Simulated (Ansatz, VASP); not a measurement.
# Two plane-wave programs on TiTe2As5

```xyz
8
Lattice="-2.2586 2.2586 9.0892 2.2586 -2.2586 9.0892 2.2586 2.2586 -9.0892" Properties=species:S:1:pos:R:3 pbc="T T T"
Ti    0.0000    0.0000    0.0000
Te    0.0000    0.0000   12.6557
Te    0.0000    0.0000    5.5227
As    0.0000    0.0000    9.0892
As    0.0000    2.2586    7.4100
As    2.2586    0.0000    7.4100
As    2.2586    0.0000    1.6792
As    0.0000    2.2586    1.6792
```

Change from the starting cell: species swapped into the YAl2Pd5 type (I4/mmm, No. 139).

Alike in both runs: functional PBE; k mesh 5 × 5 × 5; occupations gaussian, width 0.2 eV; no spin polarisation.

Ansatz relaxed the structure, and its values are those at the end. VASP's run is a single point on that final structure, the one shown.

|  | VASP | Ansatz |
| --- | --- | --- |
| version | VASP 6.6.1 | Ansatz 0.2.0 |
| potentials or method | VASP PAW PBE potentials, release 64 (Ti_sv, Te, As) | scalar-relativistic, plane waves, PAW |
| plane-wave cutoff (eV) | 520 | 420 |
| valence electrons in the cell | 49 | 119 |

|  | VASP | Ansatz | Ansatz less VASP |
| --- | --- | --- | --- |
| gap on the k mesh at the Fermi level (eV) | none | none | - |
| pressure (GPa) | 0.2 | 0.1 | -0.07 |
| rms of the force components (eV/Å) | 0.028 | 0.027 | -0.0017 |

A gap of «none» marks a metal or a gap that the smearing closes. The functional is the same, so the differences come from potentials, cutoffs and numerics. The two sets of potentials don't hold the same shells in valence.

Caveats: the k mesh is coarse (spacing up to 0.39 Å⁻¹), so the values aren't converged. Spin-orbit coupling is left out, which matters for the levels of Te.
